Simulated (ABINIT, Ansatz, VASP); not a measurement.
# Code comparison for CaZn₂P₂ (P-3m1, 5 atoms in the cell)

Self-consistent single point.

```
Ca(ZnP)2
1.0
    4.01543     0.00000     0.00000
   -2.00772     3.47746     0.00000
    0.00000     0.00000     6.81288
Ca Zn P
1 2 2
Direct
  0.00000   0.00000   0.00000
  0.33333   0.66667   0.63328
  0.66667   0.33333   0.36672
  0.66667   0.33333   0.73625
  0.33333   0.66667   0.26375
```

All programs got the same cell, k-point mesh and kind of occupations (in Ansatz's words: kpoints.mp_grid.grid = 8 8 4; scf.occupations.method = fermi_dirac; scf.occupations.width = 0.0037 Ry); potentials, basis and cutoffs are each program's usual ones.

```
code                                           model  pressure (GPa)  largest force (eV/Å)  gap on the mesh (eV)   cutoff
------  --------------------------------------------  --------------  --------------------  --------------------  -------
Ansatz   LDA (PW92), default PAW files made with PBE           -4.57                 0.042                 0.701  30.9 Ry
ABINIT            LDA (PW92), PAW (JTH v2.0 LDA PAW)           -4.63                 0.049                 0.700    30 Ha
VASP    LDA (PZ), VASP's LDA PAW potentials (set 64)           -4.45                 0.032                 0.701   300 eV
```

Size of the force on each atom (eV/Å): Sizes of forces hide their directions.

```
code      Ca1    Zn2    Zn3     P4     P5
------  -----  -----  -----  -----  -----
Ansatz  0.000  0.011  0.011  0.042  0.042
ABINIT  0.000  0.009  0.009  0.049  0.049
VASP    0.000  0.016  0.016  0.032  0.032
```

Gaps are read on the mesh.

The spread over the programs that give each value: pressure within 0.18 GPa; largest force within 0.017 eV/Å; gap on the mesh within 0.001 eV.

The starting cell comes from a database of computed structures (which also holds hypothetical and non-ambient phases and stackings), without a prior relaxation at this level. On Ansatz's run: In the base run, with a pressure of about -5 GPa the cell is away from its equilibrium volume at this level.

**Question.** Why do the programs differ, and what cannot be compared?

**Answer.** Differences of this kind can come from the potentials, where these differ, and from what each basis and cutoff leave unconverged. The zero of total energies and Fermi levels follows the potentials and each program's conventions, so they are not compared here. Ansatz's pressure is given at a fixed set of plane waves, as the other plane-wave codes print theirs; with its correction for the finite basis it is -4.52 GPa. Ansatz's smearing width was typed in Ry to four decimals, so it matches the others to a few per cent. The same LDA comes in different parametrisations, which differ slightly.

VASP's run is marked for a possible Pulay error in its stress at this cutoff; no cutoff test was made.

Left out of this page: Quantum ESPRESSO, GPAW, CP2K and SIESTA (not drawn, or without a comparable value); FLEUR (with a known weakness of the program).

Ansatz is a quantum-chemistry and plane-wave program.

Keys are those of Ansatz 0.2.
